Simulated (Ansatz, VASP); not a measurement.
# Cross-check of SrBe3 between VASP and Ansatz, part 2 of 3

Wanted: the spread between two codes on one cell, functional and k mesh. The cell is generated by rule, not measured, and may not be a known phase. The cell is taken from a series of runs on this material, whose earlier steps may have relaxed, scaled, displaced or heated it; both programs get it as it stands.

VASP 6.6.1 and Ansatz 0.2.0.

So far: The structure; Ansatz: zone-centre phonons, PBEsol.

## (3) VASP: zone-centre phonons, PBEsol

Level of this step: PBEsol; plane waves and PAW (Be, Sr_sv); invented cell (VASP).

The same cell, functional, mesh and smearing now go to VASP, with its own data sets.

Lines of VASP's logs that name or quote its potential files are left out, and so is its time.

INCAR reads:

```
SYSTEM = SrBe3
PREC = Accurate
ENCUT = 600
EDIFF = 1E-08
NELM = 120
ISMEAR = 1
SIGMA = 0.15
LREAL = .FALSE.
ALGO = Normal
GGA = PS
NBANDS = 24
LORBIT = 11
LWAVE = .FALSE.
LCHARG = .FALSE.
ISIF = 2
IBRION = 8
LASPH = .TRUE.
GGA_COMPAT = .FALSE.
KPAR = 2
```

POSCAR reads:

```
SrBe3
1.0
    5.2474588289      0.0000000000      0.0000000000
    0.0000000000      5.2474588289      0.0000000000
    0.0000000000      0.0000000000      5.2299697955
Be Sr
6 2
Direct
    0.0000000000      0.5000000000      0.6631643062
    0.5000000000      0.0000000000      0.3368356938
    0.2500000000      0.2500000000      0.5000000000
    0.7500000000      0.7500000000      0.5000000000
    0.2500000000      0.7500000000      0.5000000000
    0.7500000000      0.2500000000      0.5000000000
    0.5000000000      0.5000000000      0.0000000000
    0.0000000000      0.0000000000      0.0000000000
```

KPOINTS reads:

```
Automatic mesh
0
Gamma
6 6 6
0 0 0
```

PAW data sets: Be and Sr_sv (PBE family, release 64).

The run is started by

```sh
mpirun -np 2 vasp_std
```

What it wrote:

```text
[banner, memory and clock lines left out]
running    2 mpi-ranks, on    1 nodes
 distrk:  each k-point on    1 cores,    2 groups
 distr:  one band on    1 cores,    1 groups

 POSCAR found type information on POSCAR BeSr
 POSCAR found :  2 types and       8 ions
|                                                                             |
|               ----> ADVICE to this user running VASP <----                  |
|                                                                             |
|     You enforced a specific xc type in the INCAR file but a different       |
|     [... a line on the potential file left out ...]
|     I HOPE YOU KNOW WHAT YOU ARE DOING!                                     |
|                                                                             |

 LDA part: xc-table for (Slater+PW92), standard interpolation
 POSCAR, INCAR and KPOINTS ok, starting setup
 FFT: planning ... GRIDC
 FFT: planning ... GRID_SOFT
 FFT: planning ... GRID
 WAVECAR not read
 entering main loop
       N       E                     dE             d eps       ncg     rms          rms(c)
DAV:   1     0.140725811046E+03    0.14073E+03   -0.14768E+04  1920   0.129E+03
DAV:   2    -0.138413743973E+02   -0.15457E+03   -0.14573E+03  2304   0.247E+02
DAV:   3    -0.259223208840E+02   -0.12081E+02   -0.11843E+02  3128   0.626E+01
DAV:   4    -0.267230537732E+02   -0.80073E+00   -0.79893E+00  2944   0.117E+01
DAV:   5    -0.267354708956E+02   -0.12417E-01   -0.12415E-01  2864   0.143E+00    0.224E+01
DAV:   6    -0.243790262256E+02    0.23564E+01   -0.34848E+00  2400   0.627E+00    0.164E+01
DAV:   7    -0.241779280377E+02    0.20110E+00   -0.26717E+00  2960   0.554E+00    0.689E+00
DAV:   8    -0.241504742290E+02    0.27454E-01   -0.76300E-01  2312   0.303E+00    0.180E+00
DAV:   9    -0.241368097190E+02    0.13665E-01   -0.96342E-02  2384   0.127E+00    0.445E-01
DAV:  10    -0.241374056343E+02   -0.59592E-03   -0.13687E-02  2688   0.424E-01    0.452E-01
DAV:  11    -0.241371746984E+02    0.23094E-03   -0.70101E-04  3040   0.147E-01    0.103E-01
DAV:  12    -0.241371493418E+02    0.25357E-04   -0.18217E-04  2944   0.500E-02    0.289E-02
DAV:  13    -0.241371524130E+02   -0.30712E-05   -0.28104E-05  3096   0.261E-02    0.269E-02
DAV:  14    -0.241371510810E+02    0.13320E-05   -0.44922E-06  2840   0.889E-03    0.956E-03
DAV:  15    -0.241371508521E+02    0.22885E-06   -0.90093E-07  2688   0.378E-03    0.308E-03
DAV:  16    -0.241371505517E+02    0.30040E-06   -0.13613E-07  3328   0.226E-03    0.521E-04
DAV:  17    -0.241371505183E+02    0.33466E-07   -0.93774E-09  1736   0.481E-04    0.507E-04
DAV:  18    -0.241371505096E+02    0.86993E-08   -0.17274E-09  1528   0.245E-04
   1 F= -.24137151E+02 E0= -.24136125E+02  d E =-.307666E-02
 Linear response reoptimize wavefunctions to high precision
DAV:   1    -0.241371505141E+02   -0.45115E-08   -0.83724E-10  1640   0.163E-04
DAV:   2    -0.241371505141E+02   -0.23874E-10   -0.40455E-10  1480   0.111E-04
 Linear response DOF=           6
 Linear response progress:
  Degree of freedom:   1/  6
       N       E                     dE             d eps       ncg     rms          rms(c)
RMM:   1    -0.147577134025E-01   -0.14758E-01   -0.13607E-02  9211   0.370E-01
RMM:   2    -0.125971632412E-01    0.21606E-02   -0.12531E-03  7397   0.109E-01    0.162E-01
RMM:   3    -0.120783726107E-01    0.51879E-03   -0.13577E-03  6810   0.977E-02    0.625E-02
RMM:   4    -0.121746083083E-01   -0.96236E-04   -0.29606E-04  7257   0.454E-02    0.221E-02
RMM:   5    -0.122118160183E-01   -0.37208E-04   -0.35013E-05  7795   0.194E-02    0.652E-03
RMM:   6    -0.122354195436E-01   -0.23604E-04   -0.11759E-05  8295   0.881E-03    0.298E-03
RMM:   7    -0.122292479725E-01    0.61716E-05   -0.31645E-06  8440   0.459E-03    0.109E-03
RMM:   8    -0.122291385114E-01    0.10946E-06    0.17518E-06  9019   0.232E-03    0.590E-04
RMM:   9    -0.122290459998E-01    0.92512E-07   -0.50212E-07  9234   0.122E-03    0.194E-04
RMM:  10    -0.122291112488E-01   -0.65249E-07    0.14733E-07  9532   0.722E-04    0.205E-04
RMM:  11    -0.122291125560E-01   -0.13072E-08   -0.41747E-09  9678   0.464E-04    0.822E-05
 first order change of Fermi-energy  -0.98075E-04
 force on displaced ion       1 direction 1 : -10.915   0.000   0.002
 Linear response progress:
  Degree of freedom:   2/  6
       N       E                     dE             d eps       ncg     rms          rms(c)
RMM:   1    -0.112787146156E-01   -0.11279E-01   -0.78581E-03  4355   0.318E-01
RMM:   2    -0.105217602275E-01    0.75695E-03   -0.72226E-04  3770   0.846E-02    0.244E-01
RMM:   3    -0.102072795318E-01    0.31448E-03   -0.73193E-04  3522   0.748E-02    0.787E-02
RMM:   4    -0.103076666436E-01   -0.10039E-03   -0.31824E-04  3861   0.443E-02    0.243E-02
[...]
RMM:   9    -0.103271575282E-01   -0.91353E-06   -0.83519E-07  4655   0.103E-03    0.425E-04
RMM:  10    -0.103269339327E-01    0.22360E-06    0.62331E-08  4570   0.594E-04    0.195E-04
RMM:  11    -0.103271599298E-01   -0.22600E-06   -0.29357E-07  4801   0.340E-04    0.900E-05
RMM:  12    -0.103270880556E-01    0.71874E-07    0.79147E-08  4676   0.216E-04    0.554E-05
RMM:  13    -0.103270897261E-01   -0.16705E-08   -0.11645E-07  4876   0.143E-04    0.156E-05
[...]
RMM:  10    -0.938841323612E-02    0.35421E-06    0.74199E-07 13239   0.543E-04    0.120E-04
RMM:  11    -0.938866733209E-02   -0.25410E-06    0.29687E-09 13752   0.323E-04    0.378E-05
RMM:  12    -0.938868738815E-02   -0.20056E-07    0.21421E-07 13845   0.209E-04    0.475E-05
RMM:  13    -0.938870355157E-02   -0.16163E-07   -0.16966E-09 13797   0.149E-04    0.139E-05
RMM:  14    -0.938870546083E-02   -0.19093E-08    0.96669E-08 13809   0.114E-04    0.178E-05
 first order change of Fermi-energy   0.12916E-04
 force on displaced ion       3 direction 1 :  -4.737   3.409   2.260
 Linear response progress:
  Degree of freedom:   4/  6
       N       E                     dE             d eps       ncg     rms          rms(c)
RMM:   1    -0.978093449754E-02   -0.97809E-02   -0.62201E-03  7681   0.319E-01
RMM:   2    -0.873745391192E-02    0.10435E-02   -0.67581E-04  6475   0.842E-02    0.137E-01
RMM:   3    -0.866971756684E-02    0.67736E-04   -0.32075E-04  6429   0.534E-02    0.632E-02
RMM:   4    -0.874668265499E-02   -0.76965E-04   -0.11055E-04  6783   0.296E-02    0.170E-02
RMM:   5    -0.876912928381E-02   -0.22447E-04   -0.23102E-05  7426   0.126E-02    0.434E-03
RMM:   6    -0.877055835186E-02   -0.14291E-05   -0.63918E-06  7666   0.586E-03    0.197E-03
RMM:   7    -0.876852081042E-02    0.20375E-05   -0.18519E-06  7804   0.315E-03    0.976E-04
RMM:   8    -0.876754705820E-02    0.97375E-06   -0.69295E-07  8038   0.172E-03    0.418E-04
RMM:   9    -0.876783792376E-02   -0.29087E-06   -0.48457E-07  8169   0.895E-04    0.182E-04
RMM:  10    -0.876789204853E-02   -0.54125E-07    0.11699E-07  8433   0.513E-04    0.556E-05
RMM:  11    -0.876798783197E-02   -0.95783E-07   -0.20101E-07  8680   0.331E-04    0.449E-05
RMM:  12    -0.876798608569E-02    0.17463E-08    0.10202E-07  8746   0.217E-04    0.980E-06
RMM:  13    -0.876797009939E-02    0.15986E-07   -0.80945E-08  8407   0.155E-04    0.152E-05
RMM:  14    -0.876797297460E-02   -0.28752E-08    0.48367E-08  8323   0.115E-04    0.275E-06
 first order change of Fermi-energy  -0.11288E-03
 force on displaced ion       3 direction 3 :   2.259  -2.259  -4.854
 Linear response progress:
  Degree of freedom:   5/  6
       N       E                     dE             d eps       ncg     rms          rms(c)
RMM:   1    -0.304380948107E+00   -0.30438E+00    0.94757E-01  5919   0.421E+00
RMM:   2    -0.304785427618E+00   -0.40448E-03   -0.40671E-02  7414   0.793E-01    0.174E-01
RMM:   3    -0.306070874147E+00   -0.12854E-02   -0.42384E-03  8091   0.271E-01    0.137E-01
RMM:   4    -0.306229592158E+00   -0.15872E-03   -0.66002E-04  9238   0.989E-02    0.778E-02
RMM:   5    -0.306370746371E+00   -0.14115E-03   -0.17030E-04  8772   0.524E-02    0.135E-02
RMM:   6    -0.306431926386E+00   -0.61180E-04   -0.46991E-05  9415   0.204E-02    0.936E-03
RMM:   7    -0.306467257935E+00   -0.35332E-04   -0.20624E-05  9504   0.102E-02    0.262E-03
RMM:   8    -0.306462723647E+00    0.45343E-05   -0.39443E-05  9679   0.546E-03    0.184E-03
RMM:   9    -0.306457562762E+00    0.51609E-05   -0.26389E-05  9708   0.336E-03    0.830E-04
RMM:  10    -0.306458321564E+00   -0.75880E-06   -0.14259E-05  9795   0.207E-03    0.399E-04
RMM:  11    -0.306458890467E+00   -0.56890E-06   -0.28213E-06  9870   0.141E-03    0.176E-04
RMM:  12    -0.306458637062E+00    0.25340E-06    0.21452E-07 10207   0.985E-04    0.958E-05
RMM:  13    -0.306458204224E+00    0.43284E-06    0.84393E-07 10016   0.738E-04    0.783E-05
RMM:  14    -0.306458063514E+00    0.14071E-06    0.15888E-06  9228   0.580E-04    0.687E-05
RMM:  15    -0.306458095706E+00   -0.32192E-07    0.66538E-07 10037   0.461E-04    0.976E-05
RMM:  16    -0.306458182750E+00   -0.87044E-07    0.76895E-07  9543   0.388E-04    0.146E-04
RMM:  17    -0.306458193674E+00   -0.10924E-07    0.44119E-07 10014   0.333E-04    0.161E-04
RMM:  18    -0.306458127276E+00    0.66398E-07    0.34698E-07  9431   0.298E-04    0.149E-04
RMM:  19    -0.306458060467E+00    0.66809E-07    0.10460E-07  9444   0.272E-04    0.138E-04
 first order change of Fermi-energy   0.59238E-04
 force on displaced ion       7 direction 1 :  -3.861   0.000   0.001
 Linear response progress:
  Degree of freedom:   6/  6
       N       E                     dE             d eps       ncg     rms          rms(c)
RMM:   1    -0.305914925618E+00   -0.30591E+00    0.10729E+00  4608   0.442E+00
RMM:   2    -0.302027551374E+00    0.38874E-02   -0.41052E-02  5711   0.795E-01    0.223E-01
RMM:   3    -0.302877028692E+00   -0.84948E-03   -0.42975E-03  6297   0.271E-01    0.189E-01
RMM:   4    -0.302906040013E+00   -0.29011E-04   -0.59407E-04  6940   0.103E-01    0.900E-02
RMM:   5    -0.302989981416E+00   -0.83941E-04   -0.11811E-04  7149   0.458E-02    0.199E-02
RMM:   6    -0.303058838984E+00   -0.68858E-04   -0.36726E-05  7396   0.186E-02    0.893E-03
RMM:   7    -0.303082584703E+00   -0.23746E-04   -0.11661E-05  7441   0.777E-03    0.254E-03
RMM:   8    -0.303068472033E+00    0.14113E-04   -0.17677E-05  7542   0.436E-03    0.215E-03
RMM:   9    -0.303066003848E+00    0.24682E-05   -0.41799E-06  7877   0.263E-03    0.119E-03
RMM:  10    -0.303059239420E+00    0.67644E-05    0.71343E-07  7814   0.179E-03    0.303E-04
RMM:  11    -0.303061720436E+00   -0.24810E-05    0.10427E-05  7655   0.125E-03    0.253E-04
RMM:  12    -0.303060991564E+00    0.72887E-06    0.57976E-06  8050   0.905E-04    0.147E-04
RMM:  13    -0.303060506052E+00    0.48551E-06    0.56632E-06  8013   0.682E-04    0.627E-05
RMM:  14    -0.303060629188E+00   -0.12314E-06    0.32112E-06  7394   0.538E-04    0.106E-04
[...]
RMM:  33    -0.303059686845E+00   -0.85017E-09   -0.55459E-07  5618   0.176E-04    0.312E-07
RMM:  34    -0.303059688368E+00   -0.15228E-08   -0.58002E-07  5233   0.176E-04    0.310E-07
RMM:  35    -0.303059687495E+00    0.87288E-09   -0.55558E-07  5003   0.176E-04    0.233E-07
RMM:  36    -0.303059686859E+00    0.63676E-09   -0.57431E-07  4901   0.175E-04    0.124E-07
RMM:  37    -0.303059687108E+00   -0.24968E-09   -0.55769E-07  5012   0.175E-04    0.427E-07
RMM:  38    -0.303059686727E+00    0.38163E-09   -0.58390E-07  4673   0.175E-04    0.205E-07
RMM:  39    -0.303059686549E+00    0.17721E-09   -0.56655E-07  4618   0.175E-04    0.145E-07
RMM:  40    -0.303059686345E+00    0.20447E-09   -0.57652E-07  4522   0.175E-04    0.973E-08
 first order change of Fermi-energy  -0.18978E-03
 force on displaced ion       7 direction 3 :   0.000   0.000  -4.552
 Linear response finished
```

(Continued in part 3 of 3.)

[Lines on the potential files, build, host, timing and source positions are cut from VASP's logs without a mark.]

[Logs are printed without paths, hosts, clocks, repeated set-up lines and the standing remarks that a program may print on its own settings, such as how far it seeks lower states.]

[Hosts, paths, dates, database ids (printed as entryN), source tags and the programs' standing remarks are cut or masked in the printed files.]
